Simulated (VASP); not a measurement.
# Be3Te2O (Imm2) in VASP: density of states with PBE

Aim: the density of states of Be3Te2O with PBE.

Everything below comes from runs of VASP 6.6.1. Logs are shortened: lines on timing, memory, paths and dates and some standing lists are left out, and cuts for length are marked.

## Step 1: Starting point

Symmetry: Imm2, No. 44, orthorhombic system. The conventional cell has a = 3.721 Å, b = 10.996 Å, c = 4.870 Å, α = 90.00°, β = 90.00°, γ = 90.00°. Be (site symmetry m) has 1 O at 1.61 Å as nearest neighbours. Be (site symmetry mm2) is surrounded by 2 O at 2.03 Å. Around Te (site symmetry m) lie 4 Be at 2.43 to 2.54 Å. O (site symmetry mm2) has 2 Be at 1.61 Å as nearest neighbours.

The cell was built by a generator and needn't be a form met in nature.

## Step 2: Density of states, PBE

Contents of POSCAR:

```
Be3Te2O
1.0
   -1.8605700000      5.4980400000      2.4350200000
    1.8605700000     -5.4980400000      2.4350200000
    1.8605700000      5.4980400000     -2.4350200000
Be Te O
3 2 1
Direct
    0.9357550000      0.8126240000      0.1231310000
    0.6894930000      0.8126240000      0.8768690000
    0.1585900000      0.6585900000      0.5000000000
    0.6643150000      0.0028690000      0.6614470000
    0.3414220000      0.0028690000      0.3385530000
    0.9906450000      0.9906450000      0.0000000000
```

Contents of INCAR.step1:

```
  ALGO = Fast
  EDIFF = 1E-6
  ENCUT = 520
  GGA = PE
  ISIF = 2
  ISMEAR = 0
  KPAR = 4
  LASPH = T
  LCHARG = T
  LREAL = F
  LWAVE = F
  NBANDS = 21
  NELM = 100
  PREC = Accurate
  SIGMA = 0.1
```

Contents of KPOINTS.step1:

```
k-points
0
Gamma
  10 10 10
```

Contents of INCAR.step2:

```
  ALGO = Fast
  EDIFF = 1E-6
  ENCUT = 520
  GGA = PE
  ICHARG = 11
  ISIF = 2
  ISMEAR = -5
  KPAR = 4
  LASPH = T
  LCHARG = F
  LORBIT = 11
  LREAL = F
  LWAVE = F
  NBANDS = 21
  NEDOS = 1001
  NELM = 100
  PREC = Accurate
  SIGMA = 0.1
```

Contents of KPOINTS.step2:

```
k-points
0
Gamma
  15 15 15
```

Potentials or basis: VASP PAW PBE potentials, release 64 (Be, Te, O).

The run is started by

```bash
$ cat potpaw_PBE.64/Be/POTCAR potpaw_PBE.64/Te/POTCAR potpaw_PBE.64/O/POTCAR > POTCAR
$ cp INCAR.step1 INCAR
$ cp KPOINTS.step1 KPOINTS
$ mpirun -np 4 vasp_std > vasp.out
$ cp INCAR.step2 INCAR
$ cp KPOINTS.step2 KPOINTS
$ mpirun -np 4 vasp_std > vasp.out
```

OUTCAR:

```text
EDIFF = 1E-6
   ENCUT = 520
   GGA = PE
   ICHARG = 11
   ISIF = 2
   ISMEAR = -5
   LASPH = T
   LORBIT = 11
   LREAL = F
   NELM = 100
   PREC = Accurate

 ion  position               nearest neighbor table
   1  0.936  0.813  0.123-   6 1.61   4 2.43   4 2.43   5 2.54
   2  0.689  0.813  0.877-   6 1.61   5 2.43   5 2.43   4 2.54
   3  0.159  0.659  0.500-   6 2.03   6 2.03   4 2.44   5 2.44
   4  0.664  0.003  0.661-   1 2.43   1 2.43   3 2.44   2 2.54   5 3.55   5 3.63   5 3.63   5 3.63
                             5 3.63
   5  0.341  0.003  0.339-   2 2.43   2 2.43   3 2.44   1 2.54   4 3.55   4 3.63   4 3.63   4 3.63
                             4 3.63
   6  0.991  0.991  0.000-   1 1.61   2 1.61   3 2.03   3 2.03

  LATTYP: Found a body centered orthorhombic cell.
 ALAT       =     3.7211400000
 B/A-ratio  =     1.3087494692
 C/A-ratio  =     2.9550299102

  Lattice vectors:

 A1 = (   1.8605700000,  -5.4980400000,  -2.4350200000)
 A2 = (  -1.8605700000,  -5.4980400000,   2.4350200000)
 A3 = (  -1.8605700000,   5.4980400000,  -2.4350200000)

Analysis of symmetry for initial positions (statically):
=====================================================================
 Subroutine PRICEL returns:
 Original cell was already a primitive cell.

 Routine SETGRP: Setting up the symmetry group for a
 body centered orthorhombic supercell.

 Subroutine GETGRP returns: Found  4 space group operations
 (whereof  4 operations were pure point group operations)
 out of a pool of  8 trial point group operations.

The static configuration has the point symmetry C_2v.

Analysis of symmetry for dynamics (positions and initial velocities):
=====================================================================
 Subroutine PRICEL returns:
 Original cell was already a primitive cell.

 Routine SETGRP: Setting up the symmetry group for a
 body centered orthorhombic supercell.

 Subroutine GETGRP returns: Found  4 space group operations
 (whereof  4 operations were pure point group operations)
 out of a pool of  8 trial point group operations.

The dynamic configuration has the point symmetry C_2v.

 Subroutine INISYM returns: Found  4 space group operations
 (whereof  4 operations are pure point group operations),
 and found     1 'primitive' translations

----------------------------------------------------------------------------------------

                                     Primitive cell

  volume of cell :      99.6360
[... 114 lines left out ...]
   ISMEAR =    -5;   SIGMA  =   0.10  broadening in eV -4-tet -1-fermi 0-gaus
   EFERMI_NEDOS =   21; number of points for ismear=-14 and -15
   IALGO  =     68    algorithm
   IMIX   =      4    mixing-type and parameters
     AMIX     =   0.40;   BMIX     =  1.00
     AMIX_MAG =   1.60;   BMIX_MAG =  1.00
  volume/ion in A,a.u.               =      16.61       112.06
  Fermi-wavevector in a.u.,A,eV,Ry     =   1.018606  1.924887 14.116849  1.037559
  Thomas-Fermi vector in A             =   2.152074
   LORBIT       =     11    0 simple, 1 ext, 2 COOP (PROOUT), +10 PAW based schemes
   GGA     = PE    functional components
   LHFCALC =     F    Hartree Fock is set to
   AEXX    =    0.0000 exact exchange contribution
   IVDW    =     0    specifies the selected vdW correction
   LEPSILON=     F    determine dielectric tensor
   LRPA    =     F    only Hartree local field effects (RPA)
 non-spin polarized calculation
 RMM-DIIS sequential band-by-band and
 Fermi weights with tetrahedron method with Bloechl corrections
  energy-cutoff  :      520.00
  volume of cell :       99.64
 maximum number of plane-waves:      2703

 number of electron      23.9999999 magnetization

 Free energy of the ion-electron system (eV)
  ---------------------------------------------------
  ext. energy  EPLUGINS =         0.00000000
  ---------------------------------------------------
  free energy    TOTEN  =       -27.28022512 eV

  energy without entropy =      -27.28022512  energy(sigma->0) =      -27.28022512

 E-fermi :   6.4614     XC(G=0):  -9.6375

 val. band max:        6.4411232028   @ k =   0.4667  -0.4667   0.4667
 cond. band min:       6.8268222733   @ k =   0.0000   0.0000   0.0000
 fundamental gap:      0.3856990704
 Fermi energy:         6.4614082595

 k-point     1 :       0.0000    0.0000    0.0000
  band No.  band energies     occupation
      1     -13.7267      2.00000
      2      -6.5449      2.00000
      3      -4.3524      2.00000
      4      -0.4916      2.00000
      5       0.3280      2.00000
      6       0.5266      2.00000
[... 565 lines left out ...]
     20      12.2167      0.00000
     21      13.1359      0.00000

 [... further k-points ...]

------------------------ aborting loop because EDIFF is reached ----------------------------------------

  FORCE on cell =-STRESS in cart. coord.  units (eV):
  Direction    XX          YY          ZZ          XY          YZ          ZX
  --------------------------------------------------------------------------------------
  -------------------------------------------------------------------------------------
  Total       -0.0124542     -0.0152711     -0.0300822      0.0000000      0.0000000      0.0000000
  in kB       -0.2002681     -0.2455646     -0.4837307      0.0000000      0.0000000      0.0000000
  external PRESSURE =      -0.3098544 kB  Pullay stress =       0.0000000 kB

 VOLUME and BASIS-vectors are now :
 -----------------------------------------------------------------------------
  energy-cutoff  :      520.00
  volume of cell :       99.64
      direct lattice vectors                 reciprocal lattice vectors
    -1.860570000  5.498040000  2.435020000     0.000000000  0.090941499  0.205337122
     1.860570000 -5.498040000  2.435020000     0.268734850  0.000000000  0.205337122
     1.860570000  5.498040000 -2.435020000     0.268734850  0.090941499  0.000000000

 POSITION                                       TOTAL-FORCE (eV/Angst)
 -----------------------------------------------------------------------------------
     -0.00000      1.35396      3.95751         0.000000     -0.002240      0.003349
      1.86057      4.14408      1.52249        -0.000000      0.002240      0.003349
      1.86057      0.00000      0.77234        -0.000000     -0.000000     -0.003885
      0.00000      7.27332      0.01397         0.000000     -0.001286     -0.000527
     -0.00000      3.72276      0.01397        -0.000000      0.001286     -0.000527
      0.00000      0.00000      4.82448         0.000000     -0.000000     -0.001759
 -----------------------------------------------------------------------------------
    total drift:                               -0.000530      0.001495      0.000028

  FREE ENERGIE OF THE ION-ELECTRON SYSTEM (eV)
  ---------------------------------------------------
  free  energy   TOTEN  =       -27.2802251187 eV

  energy  without entropy=      -27.2802251187  energy(sigma->0) =      -27.28022512

 total charge

# of ion       s       p       d       tot
------------------------------------------
    1        0.390   0.642   0.000   1.031
    2        0.390   0.642   0.000   1.031
    3        0.325   0.441   0.000   0.766
    4        1.344   2.139   0.041   3.523
    5        1.344   2.139   0.041   3.523
    6        1.548   3.507   0.000   5.055
--------------------------------------------------
tot          5.340   9.508   0.081  14.930
```

OUTCAR.step1:

```text
EDIFF = 1E-6
   ENCUT = 520
   GGA = PE
   ISIF = 2
[... 819 lines left out ...]
      1.86057      0.00000      0.77234        -0.000000      0.000000     -0.003203
      0.00000      7.27332      0.01397        -0.000000     -0.001523     -0.000059
     -0.00000      3.72276      0.01397        -0.000000      0.001523     -0.000059
      0.00000      0.00000      4.82448        -0.000000      0.000000     -0.002570
 -----------------------------------------------------------------------------------
    total drift:                               -0.000530      0.001496     -0.000699

  FREE ENERGIE OF THE ION-ELECTRON SYSTEM (eV)
  ---------------------------------------------------
  free  energy   TOTEN  =       -27.2809223174 eV

  energy  without entropy=      -27.2809174909  energy(sigma->0) =      -27.28091990
```

OSZICAR.step1:

```text
N       E                     dE             d eps       ncg     rms          rms(c)
DAV:   1     0.834892042659E+02    0.83489E+02   -0.93973E+03  7182   0.956E+02
DAV:   2    -0.210278902314E+02   -0.10452E+03   -0.99975E+02  8913   0.170E+02
DAV:   3    -0.289762676152E+02   -0.79484E+01   -0.78835E+01  9750   0.519E+01
DAV:   4    -0.290831662755E+02   -0.10690E+00   -0.10681E+00  9227   0.637E+00
DAV:   5    -0.290848735216E+02   -0.17072E-02   -0.17072E-02  9602   0.797E-01    0.985E+00
RMM:   6    -0.273984657419E+02    0.16864E+01   -0.56929E+00  8608   0.108E+01    0.502E+00
RMM:   7    -0.273076888658E+02    0.90777E-01   -0.28952E-01  8886   0.261E+00    0.300E+00
RMM:   8    -0.272880403665E+02    0.19648E-01   -0.18446E-01  8559   0.262E+00    0.610E-01
RMM:   9    -0.272805652924E+02    0.74751E-02   -0.36319E-02  9915   0.101E+00    0.181E-01
RMM:  10    -0.272810443414E+02   -0.47905E-03   -0.44845E-03  9333   0.383E-01    0.991E-02
RMM:  11    -0.272809037982E+02    0.14054E-03   -0.69669E-04  9761   0.170E-01    0.450E-02
RMM:  12    -0.272809208986E+02   -0.17100E-04   -0.10720E-04  9968   0.660E-02    0.154E-02
RMM:  13    -0.272809228864E+02   -0.19878E-05   -0.18447E-05  9985   0.245E-02    0.816E-03
RMM:  14    -0.272809223174E+02    0.56897E-06   -0.35385E-06  8444   0.120E-02
   1 F= -.27280922E+02 E0= -.27280920E+02  d E =-.482651E-05
```

It took 4.7 min on 4 MPI ranks of Intel Xeon Platinum 8488C (Sapphire Rapids), shared host; peak memory 1.1 GiB.

What came out:

| Item | Value |
| --- | --- |
| Valence electrons inside the program's atomic spheres | Be 1.03, 0.77; Te 3.52; O 5.05 |

Levels at points of the mesh, in eV from the valence-band top:
```
           k point  band 9  band 10  band 11  band 12  band 13  band 14  band 15  band 16
(0.00, 0.00, 0.00)   -2.00    -1.87    -1.80    -0.23     0.39     2.77     3.85     4.59
```

States per cell in windows of 0.5 eV (zero at the valence-band top; states under -8 eV left out):
```tsv
from (eV)	total	O6_p	Te4_p	Te5_p	Be3_p	Be1_p	Be2_p
-8.0	0.00	0.00	0.00	0.00	0.00	0.00	0.00
-7.5	0.95	0.35	0.03	0.03	0.01	0.03	0.03
-7.0	2.54	1.12	0.05	0.05	0.03	0.09	0.09
-6.5	1.77	0.70	0.06	0.06	0.04	0.04	0.04
-6.0	0.85	0.40	0.02	0.02	0.03	0.02	0.02
-5.5	1.30	0.18	0.16	0.16	0.02	0.04	0.04
-5.0	1.52	0.20	0.19	0.19	0.03	0.05	0.05
-4.5	0.94	0.14	0.13	0.13	0.02	0.03	0.03
-4.0	1.22	0.12	0.19	0.19	0.04	0.03	0.03
-3.5	1.03	0.05	0.17	0.17	0.03	0.03	0.03
-3.0	1.33	0.06	0.23	0.23	0.03	0.04	0.04
-2.5	1.55	0.11	0.28	0.28	0.04	0.05	0.05
-2.0	1.80	0.07	0.35	0.35	0.06	0.07	0.07
-1.5	0.78	0.02	0.16	0.16	0.03	0.03	0.03
-1.0	0.38	0.01	0.09	0.09	0.01	0.02	0.02
-0.5	0.12	0.00	0.03	0.03	0.00	0.01	0.01
0.0	0.00	0.00	0.00	0.00	0.00	0.00	0.00
0.5	0.19	0.00	0.01	0.01	0.02	0.00	0.00
1.0	0.35	0.01	0.01	0.01	0.04	0.01	0.01
1.5	0.67	0.02	0.02	0.02	0.06	0.02	0.02
2.0	0.99	0.04	0.02	0.02	0.08	0.03	0.03
2.5	1.13	0.04	0.03	0.03	0.07	0.05	0.05
3.0	1.77	0.08	0.05	0.05	0.11	0.08	0.08
3.5	1.45	0.06	0.05	0.05	0.08	0.07	0.07
4.0	1.98	0.09	0.07	0.07	0.11	0.11	0.11
4.5	2.01	0.08	0.08	0.08	0.14	0.14	0.14
5.0	1.94	0.07	0.08	0.08	0.15	0.13	0.13
5.5	1.82	0.05	0.08	0.08	0.17	0.12	0.12
6.0	1.59	0.04	0.07	0.07	0.14	0.11	0.11
6.5	1.49	0.04	0.06	0.06	0.15	0.12	0.12
7.0	0.62	0.01	0.03	0.03	0.08	0.05	0.05
7.5	0.02	0.00	0.00	0.00	0.00	0.00	0.00
```
